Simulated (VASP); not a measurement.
An input for Quantum ESPRESSO's pw.x (written as the equivalent of a VASP run, and not itself run):

```
&CONTROL
  calculation = 'vc-relax'
  pseudo_dir = './pseudo'
  outdir = './out'
  tprnfor = .true.
  tstress = .true.
  nstep = 40
  forc_conv_thr = 0.00078
/
&SYSTEM
  ibrav = 0
  nat = 2
  ntyp = 2
  ecutwfc = 92
  occupations = 'smearing'
  smearing = 'methfessel-paxton'
  degauss = 0.00735
  input_dft = 'pz'
/
&ELECTRONS
  conv_thr = 7.3e-08
  electron_maxstep = 100
/
&IONS
/
&CELL
  press = 100
/
ATOMIC_SPECIES
  Cu 63.546 Cu.upf
  Au 196.967 Au.upf
CELL_PARAMETERS angstrom
     2.7265548    0.0000000    0.0000000
     0.0000000    2.7265548    0.0000000
     0.0000000    0.0000000    3.5488795
ATOMIC_POSITIONS crystal
  Cu   0.0000000  0.0000000  0.0000000
  Au   0.5000000  0.5000000  0.5000000
K_POINTS automatic
  13 13 10 0 0 0
```

### Question
Translate this input to VASP (INCAR, KPOINTS, POSCAR, choice of POTCAR).

### Answer
This is not unique; one that fits is 
**INCAR**
```
# general
SYSTEM   =  CuAu
PREC     =  Accurate
ENCUT    =  500
LREAL    =  .FALSE.   # projection in real space or not
LASPH    =  .TRUE.   # aspherical one-centre terms

# electronic loop
EDIFF    =  1E-6   # SCF stop (eV)
NELM     =  100
ALGO     =  Normal   # blocked Davidson
LMAXMIX  =  6

# smearing
ISMEAR   =  1
SIGMA    =  0.1   # width (eV)

# ions
IBRION   =  2   # conjugate gradients
NSW      =  40
ISIF     =  3   # ions, shape and volume
EDIFFG   =  -0.02   # ionic stop
PSTRESS  =  100   # kbar

# output
LWAVE    =  .FALSE.
LCHARG   =  .FALSE.
```

**KPOINTS**
```
kpoints
0
G
13 13 10
0 0 0
```

POSCAR:
```
CuAu
1
    2.7265548352     0.0000000000     0.0000000000
    0.0000000000     2.7265548352     0.0000000000
    0.0000000000     0.0000000000     3.5488795390
Cu Au
1 1
Direct
  0.0000000000   0.0000000000   0.0000000000
  0.5000000000   0.5000000000   0.5000000000
```

POTCAR, in this order: Cu Au (LDA.64 set). Program: vasp_std.

The two are equivalent in intent, not identical: the potentials are each code's own (VASP's PAW set, PseudoDojo norm-conserving files in pw.x), so ENCUT and ecutwfc are chosen apart and not converted; conv_thr bounds pw.x's estimated SCF error, while EDIFF bounds the energy change between steps; forc_conv_thr acts on force components and is met together with etot_conv_thr.

The compound is CuAu in the L1_0 structure. It was relaxed first under an external pressure of 10 GPa.
